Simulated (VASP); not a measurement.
A run of VASP 6.6.1 is set up as follows.

POSCAR

```
TaTe
1.0
    0.0000000000      3.1168534336      3.1168534336
    3.1168534336      0.0000000000      3.1168534336
    3.1168534336      3.1168534336      0.0000000000
Ta Te
1 1
Direct
    0.0000000000      0.0000000000      0.0000000000
    0.2500000000      0.2500000000      0.2500000000
```

File INCAR.step1:

```
ALGO     = Normal         # electronic algorithm
EDIFF    = 1E-6           # SCF threshold, eV
ENCUT    = 520            # plane-wave cutoff, eV
GGA      = PS             # functional
ISIF     = 2              # what is computed and relaxed
ISMEAR   = 0              # smearing method
ISPIN    = 2              # spin polarisation
LASPH    = T              # aspherical terms in the spheres
LCHARG   = T              # write CHGCAR
LMAXMIX  = 4              # l up to which the mixer works
LREAL    = F              # projectors in reciprocal space
LWAVE    = F              # write WAVECAR
MAGMOM   = 1.29 0         # initial moments
NBANDS   = 20             # bands
NELM     = 150            # most SCF steps
PREC     = Accurate       # precision mode
SIGMA    = 0.05           # smearing width, eV
```

Contents of KPOINTS.step1:

```
k-points
0
Gamma
  8 8 8
```

Contents of INCAR.step2:

```
ALGO     = Normal         # electronic algorithm
EDIFF    = 1E-6           # SCF threshold, eV
ENCUT    = 520            # plane-wave cutoff, eV
GGA      = PS             # functional
ICHARG   = 11             # starting density
ISIF     = 2              # what is computed and relaxed
ISMEAR   = -5             # smearing method
ISPIN    = 2              # spin polarisation
LASPH    = T              # aspherical terms in the spheres
LCHARG   = F              # write CHGCAR
LMAXMIX  = 4              # l up to which the mixer works
LORBIT   = 10             # projections on sites
LREAL    = F              # projectors in reciprocal space
LWAVE    = F              # write WAVECAR
MAGMOM   = 1.29 0         # initial moments
NEDOS    = 1001           # points of the DOS
NELM     = 150            # most SCF steps
PREC     = Accurate       # precision mode
SIGMA    = 0.05           # smearing width, eV
```

KPOINTS.step2

```
k-points
0
Gamma
  12 12 12
```

Potentials or basis: VASP PAW PBE potentials, release 64 (Ta_pv, Te).

The run is started by

```console
$ cat potpaw_PBE.64/Ta_pv/POTCAR potpaw_PBE.64/Te/POTCAR > POTCAR
$ cp INCAR.step1 INCAR
$ cp KPOINTS.step1 KPOINTS
$ mpirun -np 1 vasp_std > vasp.out
$ cp INCAR.step2 INCAR
$ cp KPOINTS.step2 KPOINTS
$ mpirun -np 1 vasp_std > vasp.out
```

Question: Predict the net moment.

Answer: 1.97 μB per cell.

Question: Predict the site moments.

Answer: Ta +1.31; Te -0.02 μB.

States per cell in windows of 0.5 eV (zero at the Fermi level; states under -8 eV left out):
| from (eV) | up | down | Ta1_d_up | Ta1_d_down | Te2_p_down | Te2_p_up | Ta1_s_up | Ta1_s_down |
| --- | --- | --- | --- | --- | --- | --- | --- | --- |
| -8.0 | 0.00 | 0.00 | 0.00 | 0.00 | 0.00 | 0.00 | 0.00 | 0.00 |
| -7.5 | 0.00 | 0.00 | 0.00 | 0.00 | 0.00 | 0.00 | 0.00 | 0.00 |
| -7.0 | 0.00 | 0.00 | 0.00 | 0.00 | 0.00 | 0.00 | 0.00 | 0.00 |
| -6.5 | 0.00 | 0.00 | 0.00 | 0.00 | 0.00 | 0.00 | 0.00 | 0.00 |
| -6.0 | 0.24 | 0.00 | 0.01 | 0.00 | 0.00 | 0.07 | 0.03 | 0.00 |
| -5.5 | 0.67 | 0.34 | 0.04 | 0.01 | 0.10 | 0.19 | 0.07 | 0.03 |
| -5.0 | 0.20 | 0.60 | 0.03 | 0.03 | 0.18 | 0.06 | 0.00 | 0.05 |
| -4.5 | 0.79 | 0.26 | 0.15 | 0.03 | 0.09 | 0.27 | 0.01 | 0.01 |
| -4.0 | 1.11 | 0.93 | 0.21 | 0.16 | 0.35 | 0.41 | 0.00 | 0.01 |
| -3.5 | 0.02 | 0.89 | 0.00 | 0.13 | 0.36 | 0.01 | 0.00 | 0.00 |
| -3.0 | 0.00 | 0.00 | 0.00 | 0.00 | 0.00 | 0.00 | 0.00 | 0.00 |
| -2.5 | 0.00 | 0.00 | 0.00 | 0.00 | 0.00 | 0.00 | 0.00 | 0.00 |
| -2.0 | 0.00 | 0.00 | 0.00 | 0.00 | 0.00 | 0.00 | 0.00 | 0.00 |
| -1.5 | 0.51 | 0.00 | 0.23 | 0.00 | 0.00 | 0.00 | 0.00 | 0.00 |
| -1.0 | 0.66 | 0.22 | 0.37 | 0.09 | 0.00 | 0.01 | 0.01 | 0.00 |
| -0.5 | 1.39 | 0.33 | 0.84 | 0.14 | 0.01 | 0.02 | 0.02 | 0.00 |
| 0.0 | 0.26 | 0.48 | 0.13 | 0.25 | 0.01 | 0.01 | 0.01 | 0.01 |
| 0.5 | 0.14 | 0.83 | 0.07 | 0.46 | 0.01 | 0.00 | 0.01 | 0.02 |
| 1.0 | 0.55 | 0.91 | 0.31 | 0.53 | 0.01 | 0.01 | 0.01 | 0.01 |
| 1.5 | 0.71 | 0.24 | 0.36 | 0.12 | 0.01 | 0.04 | 0.01 | 0.01 |
| 2.0 | 0.50 | 0.65 | 0.22 | 0.36 | 0.02 | 0.04 | 0.01 | 0.01 |
| 2.5 | 0.27 | 0.76 | 0.09 | 0.38 | 0.04 | 0.03 | 0.01 | 0.01 |
| 3.0 | 0.21 | 0.41 | 0.05 | 0.17 | 0.03 | 0.02 | 0.01 | 0.01 |
| 3.5 | 0.30 | 0.25 | 0.06 | 0.07 | 0.02 | 0.04 | 0.01 | 0.01 |
| 4.0 | 0.19 | 0.31 | 0.03 | 0.08 | 0.04 | 0.02 | 0.01 | 0.01 |
| 4.5 | 0.16 | 0.22 | 0.03 | 0.05 | 0.03 | 0.01 | 0.01 | 0.01 |
| 5.0 | 0.17 | 0.15 | 0.05 | 0.03 | 0.01 | 0.01 | 0.01 | 0.01 |
| 5.5 | 0.02 | 0.15 | 0.00 | 0.04 | 0.01 | 0.00 | 0.00 | 0.01 |
| 6.0 | 0.00 | 0.08 | 0.00 | 0.02 | 0.01 | 0.00 | 0.00 | 0.00 |
| 6.5 | 0.00 | 0.00 | 0.00 | 0.00 | 0.00 | 0.00 | 0.00 | 0.00 |
| 7.0 | 0.00 | 0.00 | 0.00 | 0.00 | 0.00 | 0.00 | 0.00 | 0.00 |
| 7.5 | 0.00 | 0.00 | 0.00 | 0.00 | 0.00 | 0.00 | 0.00 | 0.00 |

 The run has no spin-orbit coupling, so splittings on Ta, Te are missing.
